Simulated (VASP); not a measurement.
Here is the system:

```
YN
1.0
    0.00000     2.39820     2.39820
    2.39820     0.00000     2.39820
    2.39820     2.39820     0.00000
Y N
1 1
Direct
  0.00000   0.00000   0.00000
  0.50000   0.50000   0.50000
```

Computed with r2SCAN meta-GGA, VASP's PBE PAW potentials (set 64) (plane waves; VASP). Settings: 520 eV cut-off, 9×9×9 Γ-centred mesh, Gaussian smearing of 0.050 eV, potentials Y_sv N.

Estimate the energy per atom (σ→0), pressure.

```json
{
  "energy per atom (σ→0)": "-16.689 eV/atom",
  "pressure": "11.96 GPa"
}
```

Only differences to runs with the same potentials and settings are physical.

The compound is YN in the rock salt structure. This cell is one point of a volume scan, at 0.94 of the reference volume.
